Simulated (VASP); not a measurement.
Wanted: the native input for a VASP 6.6.1 run.

- Task: single point
- Functional: PBE
- Potentials or basis: VASP PAW PBE potentials, release 64 (Mn_pv, N)
- Cutoff: 520 eV
- k mesh: 4 × 4 × 4
- Occupations: gaussian, width 0.1 eV
- Spin: collinear spin, typed start
- Starting moments: [4.0, 4.0, 4.0, 0.0] μB
- Dipole correction: no
- Further INCAR settings: ALGO = Normal; EDIFF = 1e-06; NBANDS = 34

The structure of Mn3N lies in POSCAR:

```
Mn3N
1.0
    3.4165539839      0.0000000000      0.0000000000
    0.0000000000      3.4165539839      0.0000000000
    0.0000000000      0.0000000000      3.4165539839
Mn N
3 1
Direct
    0.0000000000      0.5000000000      0.5000000000
    0.5000000000      0.0000000000      0.5000000000
    0.5000000000      0.5000000000      0.0000000000
    0.0000000000      0.0000000000      0.0000000000
```

The cell was built by a generator and needn't be a form met in nature.

The cell isn't the ideal one: species swapped into the PrDy3 type (Pm-3m, No. 221).

One way to write it, as run:

INCAR

```
SYSTEM = Mn3N
  PREC = Accurate
  ENCUT = 520
  EDIFF = 1E-6
  ISMEAR = 0
  SIGMA = 0.1
  LREAL = .FALSE.
  LASPH = .TRUE.
  NELM = 150
  ALGO = Normal
  ISIF = 2
  LWAVE = .FALSE.
  LCHARG = .FALSE.
  ISPIN = 2
  MAGMOM = 4 4 4 0
  LORBIT = 11
  LMAXMIX = 4
  GGA = PE
  NBANDS = 34
```

KPOINTS

```
regular mesh
0
G
  4 4 4
  0 0 0
```

Potentials or basis: VASP PAW PBE potentials, release 64 (Mn_pv, N).

Launch:

```console
$ cat potpaw_PBE.64/Mn_pv/POTCAR potpaw_PBE.64/N/POTCAR > POTCAR
$ mpirun -np 1 vasp_std > vasp.out
```

Results of the run:

| Item | Value |
| --- | --- |
| Pressure | 0.3 GPa |
| Band gap on the k mesh | none (metal or under the smearing width) |
| Net moment | 5.09 μB per cell |
| Site moments | Mn +1.68; N -0.07 μB |
| Valence electrons inside the program's atomic spheres | Mn 11.94; N 3.46 |

Caveat: the k mesh is coarse (spacing up to 0.46 Å⁻¹), so the values aren't converged.

It took 26 s on 1 thread of Intel(R) Xeon(R) 6975P-C (Granite Rapids) (shared host), peak memory 0.16 GiB.
